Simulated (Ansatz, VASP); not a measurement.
# Ga2O3 (Ga2O3 (C2/m)): VASP beside Ansatz, part 2 of 2

Wanted: the spread between two codes on one cell, functional and k mesh. The cell is taken from a series of runs on this material, whose earlier steps may have relaxed, scaled, displaced or heated it; both programs get it as it stands.

VASP 6.6.1 and Ansatz 0.2.0.

So far: Set-up; Ansatz: single point, PBE0.

## (3) VASP: single point, PBE0

Level of this step: PBE0; plane waves and PAW (Ga_d, O) (VASP).

The same cell, functional and mesh now go to VASP, with its own data sets.

Lines of VASP's logs that name or quote its potential files are left out, and so is its time.

The run reads the wave functions of an earlier VASP run, which isn't shown here.

The input, INCAR:

```
SYSTEM = Ga2O3
PREC = Accurate
ENCUT = 520
EDIFF = 1E-06
NELM = 100
ISMEAR = 0
SIGMA = 0.01
LREAL = Auto
ALGO = Normal
LHFCALC = .TRUE.
AEXX = 0.25
GGA = PE
LASPH = .TRUE.
NBANDS = 306
PRECFOCK = Fast
LORBIT = 11
LWAVE = .FALSE.
LCHARG = .FALSE.
ISIF = 2
```

The input, POSCAR:

```
Ga2O3
1.0
   12.4559539900      0.0000000000      0.0134573200
    0.0000000000      9.2496623100      0.0000000000
   -1.3977174750      0.0000000000      5.7085769700
Ga O
24 36
Direct
    0.3423100000      0.0000000000      0.6844200000
    0.8423100000      0.1666700000      0.6844200000
    0.1576900000      0.1666700000      0.3155800000
    0.6576900000      0.0000000000      0.3155800000
    0.4108000000      0.1666700000      0.2053500000
    0.9108000000      0.0000000000      0.2053500000
    0.0892000000      0.0000000000      0.7946500000
    0.5892000000      0.1666700000      0.7946500000
    0.3423100000      0.3333300000      0.6844200000
    0.8423100000      0.5000000000      0.6844200000
    0.1576900000      0.5000000000      0.3155800000
    0.6576900000      0.3333300000      0.3155800000
    0.4108000000      0.5000000000      0.2053500000
    0.9108000000      0.3333300000      0.2053500000
    0.0892000000      0.3333300000      0.7946500000
    0.5892000000      0.5000000000      0.7946500000
    0.3423100000      0.6666700000      0.6844200000
    0.8423100000      0.8333300000      0.6844200000
    0.1576900000      0.8333300000      0.3155800000
    0.6576900000      0.6666700000      0.3155800000
    0.4108000000      0.8333300000      0.2053500000
    0.9108000000      0.6666700000      0.2053500000
    0.0892000000      0.6666700000      0.7946500000
    0.5892000000      0.8333300000      0.7946500000
    0.0046200000      0.1666700000      0.7414900000
    0.5046200000      0.0000000000      0.7414900000
    0.4953800000      0.0000000000      0.2585100000
    0.9953800000      0.1666700000      0.2585100000
    0.3252800000      0.1666700000      0.4319400000
    0.8252800000      0.0000000000      0.4319400000
    0.1747200000      0.0000000000      0.5680600000
    0.6747200000      0.1666700000      0.5680600000
    0.1584000000      0.0000000000      0.1101500000
    0.6584000000      0.1666700000      0.1101500000
    0.3416000000      0.1666700000      0.8898500000
    0.8416000000      0.0000000000      0.8898500000
    0.0046200000      0.5000000000      0.7414900000
    0.5046200000      0.3333300000      0.7414900000
    0.4953800000      0.3333300000      0.2585100000
    0.9953800000      0.5000000000      0.2585100000
    0.3252800000      0.5000000000      0.4319400000
    0.8252800000      0.3333300000      0.4319400000
    0.1747200000      0.3333300000      0.5680600000
    0.6747200000      0.5000000000      0.5680600000
    0.1584000000      0.3333300000      0.1101500000
    0.6584000000      0.5000000000      0.1101500000
    0.3416000000      0.5000000000      0.8898500000
    0.8416000000      0.3333300000      0.8898500000
    0.0046200000      0.8333300000      0.7414900000
    0.5046200000      0.6666700000      0.7414900000
    0.4953800000      0.6666700000      0.2585100000
    0.9953800000      0.8333300000      0.2585100000
    0.3252800000      0.8333300000      0.4319400000
    0.8252800000      0.6666700000      0.4319400000
    0.1747200000      0.6666700000      0.5680600000
    0.6747200000      0.8333300000      0.5680600000
    0.1584000000      0.6666700000      0.1101500000
    0.6584000000      0.8333300000      0.1101500000
    0.3416000000      0.8333300000      0.8898500000
    0.8416000000      0.6666700000      0.8898500000
```

The input, KPOINTS:

```
Automatic mesh
0
Gamma
1 1 2
0 0 0
```

PAW data sets: Ga_d and O (PBE family, release 64).

The run is started by

```console
$ export OMP_NUM_THREADS=3
$ mpirun -np 1 vasp_std
```

Numbers of over 12 decimals in the logs are rounded to 6 here.

Log:

```text
[banner, memory and clock lines left out]
running    1 mpi-ranks, on    1 nodes
[...]
Offloading initialized ...    1 GPUs detected
[...]
LDA part: xc-table for (Slater+PW92), standard interpolation
 found WAVECAR, reading the header
 POSCAR, INCAR and KPOINTS ok, starting setup
[...]
reading WAVECAR
 the WAVECAR file was read successfully
 initial charge from wavefunction
 entering main loop
       N       E                     dE             d eps       ncg     rms          rms(c)
DAV:   1    -0.477787394832E+03   -0.47779E+03   -0.14926E+01  1712   0.260E+01    0.265E+00
DAV:   2    -0.478108836839E+03   -0.32144E+00   -0.31818E+00  1560   0.650E+00    0.191E+00
DAV:   3    -0.478088014070E+03    0.20823E-01   -0.46271E-01  1664   0.200E+00    0.126E+00
DAV:   4    -0.478070434629E+03    0.17579E-01   -0.41496E-02  1648   0.599E-01    0.787E-01
[...]
DAV:  12    -0.478061419915E+03    0.27452E-05   -0.11950E-05  1304   0.151E-02    0.988E-03
DAV:  13    -0.478061418581E+03    0.13338E-05   -0.31272E-06   984   0.158E-02    0.590E-03
DAV:  14    -0.478061417948E+03    0.63278E-06   -0.14214E-06   736   0.771E-03
   1 F= -.47806142E+03 E0= -.47806142E+03  d E =-.303044E-42
```

OUTCAR, selected parts (step 3):

```text
  Total      -27.1079068    -24.9769931    -27.3378319      0.0000000      0.0000000     -1.2138682
  in kB      -66.0177872    -60.8282235    -66.5777401      0.0000000      0.0000000     -2.9562184
  external PRESSURE =     -64.4745836 kB  Pullay stress =       0.0000000 kB

 POSITION                                       TOTAL-FORCE (eV/Angst)
 -----------------------------------------------------------------------------------
      3.30717      0.00000      3.91167        -0.014106      0.000000      0.025627
      9.53515      1.54164      3.91840        -0.014415     -0.001329      0.027210
      1.52309      1.54164      1.80363         0.014415     -0.001329     -0.027210
      7.75106      0.00000      1.81036         0.014106      0.000000     -0.025627
      4.82988      1.54164      1.17778         0.005443     -0.000923      0.004392
     11.05786      0.00000      1.18451         0.010353      0.000000      0.004463
      0.00037      0.00000      4.53752        -0.010353      0.000000     -0.004463
      6.22835      1.54164      4.54425        -0.005443     -0.000923     -0.004392
      3.30717      3.08319      3.91167        -0.014415      0.001329      0.027210
      9.53515      4.62483      3.91840        -0.014106      0.000000      0.025627
      1.52309      4.62483      1.80363         0.014106      0.000000     -0.025627
      7.75106      3.08319      1.81036         0.014415      0.001329     -0.027210
      4.82988      4.62483      1.17778         0.010353      0.000000      0.004463
     11.05786      3.08319      1.18451         0.005443      0.000923      0.004392
[...]
-----------------------------------------------------------------------------------
    total drift:                                0.000353     -0.000130     -0.000095

  FREE ENERGIE OF THE ION-ELECTRON SYSTEM (eV)
  ---------------------------------------------------
  free  energy   TOTEN  =      -478.0614179481 eV

  energy  without entropy=     -478.0614179481  energy(sigma->0) =     -478.06141795

[... 2 further parts left out ...]
```

The run ends at a pressure of -6.45 GPa, with forces up to 0.031 eV/Å.

## (4) Differences

Known differences besides the potentials themselves: exact exchange at q = 0 is treated differently, which shows on coarse meshes; VASP keeps PBE cores, Ansatz makes them for the functional; fixed occupations in Ansatz, narrow Gaussian smearing in VASP; the cutoff is 420 eV in Ansatz and 520 eV in VASP (PREC = Accurate, projectors in real space); VASP takes a coarser grid for exact exchange (PRECFOCK = Fast). Total energies have different zeros and are not compared.

Both answers:

| quantity | Ansatz | VASP | difference |
| --- | --- | --- | --- |
| gap on the k mesh (eV) | 4.581 | 4.612 | -0.031 |

At this near-relaxed geometry the largest component of a force difference is 18 meV/Å. A gap on the mesh is an upper bound, since the band edges may lie between its points.

## (5) Summary of results

| Quantity | Value |
| --- | --- |
| difference in gap on the k mesh (single point, PBE0) | -0.031 eV |
| r.m.s. force difference (single point, PBE0) | 8.4 meV/Å |

The r.m.s. force difference is 8.4 meV/Å (single point, PBE0), within the 12 meV/Å picked in this series as the mark of a large difference. How closely two codes agree says nothing of how well the functional describes the real material.

[Lines on the potential files, build, host, timing and source positions are cut from VASP's logs without a mark.]

[Logs are printed without paths, hosts, clocks, repeated set-up lines and the standing remarks that a program may print on its own settings, such as how far it seeks lower states.]

[Hosts, paths, dates, database ids (printed as entryN), source tags and the programs' standing remarks are cut or masked in the printed files.]
